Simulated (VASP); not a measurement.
Given:

```xyz
2
Lattice="4.6404 0.0000 0.0000 0.0000 4.6404 0.0000 0.0000 0.0000 4.6404" Properties=species:S:1:pos:R:3 pbc="T T T"
Cs     0.0000     0.0000     0.0000
I      2.3202     2.3202     2.3202
```

The numbers are results of optB88-vdW, VASP's PBE PAW potentials (set 64) (plane waves; VASP), not measurements. Numerical set-up: 520 eV cut-off, 6×6×6 Γ-centred mesh, Gaussian smearing of 0.050 eV, potentials Cs_sv I.

Unless said otherwise, spin-orbit coupling is left out, though it shifts the bands of the heavy elements here.

What does the run give for the energy per atom (σ→0), band gap (on the k-mesh) with the smallest direct gap where there is one?

```yaml
band gap (on the k-mesh): 3.66 eV
smallest direct gap (on the k-mesh): 3.76 eV
energy per atom (σ→0): -445 meV/atom
```

The absolute energy has meaning only against runs of the same code, potentials and settings.

The compound is CsI in the CsCl type structure. This cell is one point of a volume scan, at 1.06 of the reference volume.
